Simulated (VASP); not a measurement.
Given:

```
CELL_PARAMETERS angstrom
      3.07791     0.00000    -0.03078
     -1.53896     2.66555     0.01539
     -0.03799     0.00000     3.79942
ATOMIC_POSITIONS crystal
  O  0.00000 0.00000 0.00000
  Li 0.33742 0.66667 0.17992
  Li 0.66258 0.33333 0.82008
```

The numbers are results of PBEsol GGA, VASP's PBE PAW potentials (set 64) (plane waves; VASP), not measurements. Numerical set-up: 600 eV cut-off, 8×8×6 Γ-centred mesh, Gaussian smearing of 0.050 eV, potentials O Li_sv.

Question: What does the run give for the energy per atom (σ→0)?

Answer: 
| Item | Result |
|---|---|
| energy per atom (σ→0) | -4.730 eV/atom |

The structure was generated: Li2O was put into the CdI2 type (P-3m1), which need not be its known phase. This cell was strained or had an atom moved on purpose. Symmetry was kept, so distortions that lower it aren't found.
